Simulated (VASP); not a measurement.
A convergence study with VASP on InAs (zinc blende): one setting is varied, all else stays as given below, so the limit is that of these other settings.

```
CELL_PARAMETERS angstrom
      0.00000     3.03000     3.03000
      3.03000     0.00000     3.03000
      3.03000     3.03000     0.00000
ATOMIC_POSITIONS crystal
  In 0.00000 0.00000 0.00000
  As 0.25000 0.25000 0.25000
```

The numbers are results of PBEsol GGA, VASP's PBE PAW potentials (set 64) (plane waves; VASP), not measurements. The tightest run used: 550 eV cut-off, 13×13×13 Monkhorst-Pack mesh, Gaussian smearing of 0.050 eV, potentials In_d As.

### Question
The settings run are 1×1×1 mesh; 2×2×2 mesh; 3×3×3 mesh; 4×4×4 mesh; 5×5×5 mesh; 6×6×6 mesh; 7×7×7 mesh; 8×8×8 mesh; 9×9×9 mesh; 10×10×10 mesh; 11×11×11 mesh; 12×12×12 mesh; 13×13×13 mesh. From which on does the energy per atom stay within 0.002 eV/atom of the tightest run?

### Answer
From 8×8×8 mesh on: it is off by 0.0001 there and by no more than 0.002 in any finer run, while 7×7×7 mesh is off by 0.0044.
```json
[
 {"setting": "1×1×1 mesh", "E (eV/atom)": "3.0506", "pressure (GPa)": "65.50", "irreducible k-points": "1", "difference judged (eV/atom)": "7.2948"},
 {"setting": "2×2×2 mesh", "E (eV/atom)": "-4.1770", "pressure (GPa)": "1.10", "irreducible k-points": "2", "difference judged (eV/atom)": "0.0672"},
 {"setting": "3×3×3 mesh", "E (eV/atom)": "-4.0091", "pressure (GPa)": "2.69", "irreducible k-points": "4", "difference judged (eV/atom)": "0.2352"},
 {"setting": "4×4×4 mesh", "E (eV/atom)": "-4.2426", "pressure (GPa)": "0.85", "irreducible k-points": "10", "difference judged (eV/atom)": "0.0017"},
 {"setting": "5×5×5 mesh", "E (eV/atom)": "-4.2190", "pressure (GPa)": "1.07", "irreducible k-points": "10", "difference judged (eV/atom)": "0.0252"},
 {"setting": "6×6×6 mesh", "E (eV/atom)": "-4.2442", "pressure (GPa)": "0.86", "irreducible k-points": "28", "difference judged (eV/atom)": "0.0000"},
 {"setting": "7×7×7 mesh", "E (eV/atom)": "-4.2399", "pressure (GPa)": "0.90", "irreducible k-points": "20", "difference judged (eV/atom)": "0.0044"},
 {"setting": "8×8×8 mesh", "E (eV/atom)": "-4.2443", "pressure (GPa)": "0.86", "irreducible k-points": "60", "difference judged (eV/atom)": "0.0001"},
 {"setting": "9×9×9 mesh", "E (eV/atom)": "-4.2433", "pressure (GPa)": "0.87", "irreducible k-points": "35", "difference judged (eV/atom)": "0.0010"},
 {"setting": "10×10×10 mesh", "E (eV/atom)": "-4.2443", "pressure (GPa)": "0.86", "irreducible k-points": "110", "difference judged (eV/atom)": "0.0001"},
 {"setting": "11×11×11 mesh", "E (eV/atom)": "-4.2440", "pressure (GPa)": "0.87", "irreducible k-points": "56", "difference judged (eV/atom)": "0.0002"},
 {"setting": "12×12×12 mesh", "E (eV/atom)": "-4.2443", "pressure (GPa)": "0.86", "irreducible k-points": "182", "difference judged (eV/atom)": "0.0001"},
 {"setting": "13×13×13 mesh", "E (eV/atom)": "-4.2442", "pressure (GPa)": "0.86", "irreducible k-points": "84", "difference judged (eV/atom)": "0.0000"}
]
```

Left out are rungs that failed or repeat a setting and relaxations that didn't move; long series are thinned to 24 rows.

The compound is InAs in the zinc blende structure. The cell was not relaxed at this level.
